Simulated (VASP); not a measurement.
Level of theory: PBE GGA, VASP's PBE PAW potentials (set 64) (plane waves; VASP 6.6.1).

Input for VASP

### KPOINTS_OPT
```
k-points along high-symmetry lines
10
Line-mode
Reciprocal
  0.000000   0.000000   0.000000 ! GAMMA
  0.500000   0.000000   0.500000 ! X

  0.500000   0.000000   0.500000 ! X
  0.625000   0.250000   0.625000 ! U

  0.375000   0.375000   0.750000 ! K
  0.000000   0.000000   0.000000 ! GAMMA

  0.000000   0.000000   0.000000 ! GAMMA
  0.500000   0.500000   0.500000 ! L

  0.500000   0.500000   0.500000 ! L
  0.500000   0.250000   0.750000 ! W

  0.500000   0.250000   0.750000 ! W
  0.500000   0.000000   0.500000 ! X
```

File KPOINTS:
```
Automatic mesh
0
Gamma
4 4 4
0 0 0
```

### POSCAR
```
PbS
4.2056750
  0.0000000000   0.7071067070   0.7071067070
  0.7071067070   0.0000000000   0.7071067070
  0.7071067070   0.7071067070   0.0000000000
Pb S
1 1
Cart
  0.0000000000   0.0000000000   0.0000000000
  0.7071067070   0.7071067070   0.7071067070
```

### INCAR
```
SYSTEM = PbS
PREC = Accurate
ENCUT = 300
EDIFF = 1E-6
NELM = 100
ALGO = Normal
LREAL = .FALSE.
LASPH = .TRUE.
ISMEAR = 0
SIGMA = 0.02
GGA = PE
LMAXMIX = 4
LWAVE = .FALSE.
LCHARG = .FALSE.
ISIF = 2
```

POTCAR, in this order: Pb_d S (PBE.64 set). Program: vasp_std.

The run wrote:

OSZICAR:
```
       N       E                     dE             d eps       ncg     rms          rms(c)
DAV:   1     0.132747613414E+03    0.13275E+03   -0.74833E+03   232   0.986E+02
DAV:   2    -0.167283941670E+00   -0.13291E+03   -0.13022E+03   248   0.307E+02
DAV:   3    -0.905344733789E+01   -0.88862E+01   -0.88623E+01   290   0.833E+01
DAV:   4    -0.922729968930E+01   -0.17385E+00   -0.17381E+00   248   0.143E+01
DAV:   5    -0.923478182741E+01   -0.74821E-02   -0.74820E-02   336   0.260E+00    0.456E+00
DAV:   6    -0.874031145080E+01    0.49447E+00   -0.15655E+00   344   0.918E+00    0.327E+00
DAV:   7    -0.874043467311E+01   -0.12322E-03   -0.14152E-01   224   0.214E+00    0.188E+00
DAV:   8    -0.874365570339E+01   -0.32210E-02   -0.15521E-02   236   0.160E+00    0.258E-01
DAV:   9    -0.874335322042E+01    0.30248E-03   -0.28003E-03   324   0.553E-01    0.831E-02
DAV:  10    -0.874353944022E+01   -0.18622E-03   -0.33159E-04   224   0.124E-01    0.403E-02
DAV:  11    -0.874354922346E+01   -0.97832E-05   -0.65185E-05   262   0.986E-02    0.121E-02
DAV:  12    -0.874354982657E+01   -0.60311E-06   -0.40794E-06   266   0.227E-02
   1 F= -.87435498E+01 E0= -.87435498E+01  d E =-.257594E-17
       N       E                     dE             ncg
       N       E                     dE             ncg
       N       E                     dE             ncg
       N       E                     dE             ncg
       N       E                     dE             ncg
       N       E                     dE             ncg
       N       E                     dE             ncg
       N       E                     dE             ncg
```

### OUTCAR
```
------------------------ aborting loop because EDIFF is reached ----------------------------------------
  FORCE on cell =-STRESS in cart. coord.  units (eV):
  Direction    XX          YY          ZZ          XY          YZ          ZX
  --------------------------------------------------------------------------------------
  Total        0.4201398      0.4201398      0.4201398      0.0000000      0.0000000     -0.0000000
  in kB       12.7971259     12.7971259     12.7971259      0.0000000      0.0000000     -0.0000000
  external PRESSURE =      12.7971259 kB  Pullay stress =       0.0000000 kB
  volume of cell :       52.60
      direct lattice vectors                 reciprocal lattice vectors
     0.000000000  2.973861000  2.973861000    -0.168131597  0.168131597  0.168131597
     2.973861000  0.000000000  2.973861000     0.168131597 -0.168131597  0.168131597
     2.973861000  2.973861000  0.000000000     0.168131597  0.168131597 -0.168131597
  FREE ENERGIE OF THE ION-ELECTRON SYSTEM (eV)
  ---------------------------------------------------
  free  energy   TOTEN  =        -8.7435498266 eV

  energy  without entropy=       -8.7435498266  energy(sigma->0) =       -8.74354983
```
(Selected blocks of OUTCAR.)

At this cut-off the stress carries a Pulay error, which pulls relaxed volumes low.

The structure is a typed PbS crystal. The cell was not relaxed at this level. The k-mesh is coarse (spacing up to 0.46 per Å, 2π included), so the numbers may not be converged in it. The run is one of a series of settings (KPOINTS 4×4×4 Γ-centred mesh against the base run), some of them coarse on purpose.
